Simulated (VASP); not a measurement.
Consider the following.

```
CELL_PARAMETERS angstrom
      1.70828    -2.95883     0.00000
      1.70828     2.95883     0.00000
      0.00000     0.00000     5.30141
ATOMIC_POSITIONS crystal
  Tm 0.33333 0.66667 0.25000
  Tm 0.66667 0.33333 0.75000
```

Method: PBE GGA, VASP's PBE PAW potentials (set 64) (plane waves; VASP). Numerical set-up: 480 eV cut-off, 12×12×6 Γ-centred mesh, first-order Methfessel-Paxton smearing of 0.10 eV, potentials Tm_3.

The 4f electrons are frozen in the core of the lanthanide potential, so 4f levels, which can set the real gap, and their magnetism are missing.

Question: Give the stress tensor in GPa (positive for a compressed cell).

Answer: 
```
7.01  0.00  0.00
0.00  7.01  0.00
0.00  0.00  6.73
```
The pressure is its mean diagonal, 6.92 GPa.

The compound is Tm in the hcp structure. This cell was strained or had an atom moved on purpose.
